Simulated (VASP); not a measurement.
Data:

```
CELL_PARAMETERS angstrom
      0.00000     3.25813     3.25813
      3.25813     0.00000     3.25813
      3.25813     3.25813     0.00000
ATOMIC_POSITIONS crystal
  Hg 0.00000 0.00000 0.00000
  Te 0.25000 0.25000 0.25000
```

Method: PBEsol GGA, VASP's PBE PAW potentials (set 64) (plane waves; VASP). Run with 400 eV cut-off, 11×11×11 Γ-centred mesh, tetrahedra with Blöchl corrections, potentials Hg Te.

Unless said otherwise, spin-orbit coupling is left out, though it shifts the bands of the heavy elements here.

### Question
Predict the energy per atom (σ→0), band gap (on the k-mesh) with the smallest direct gap where there is one.

### Answer

```yaml
band gap (on the k-mesh): none (metal, semimetal or under 0.01 eV)
energy per atom (σ→0): -2.189 eV/atom
```

Only differences to runs with the same potentials and settings are physical.

The structure was generated: HgTe was put into the zinc blende type (F-43m), which need not be its known phase. It was relaxed first, which changed the volume by +14 %.
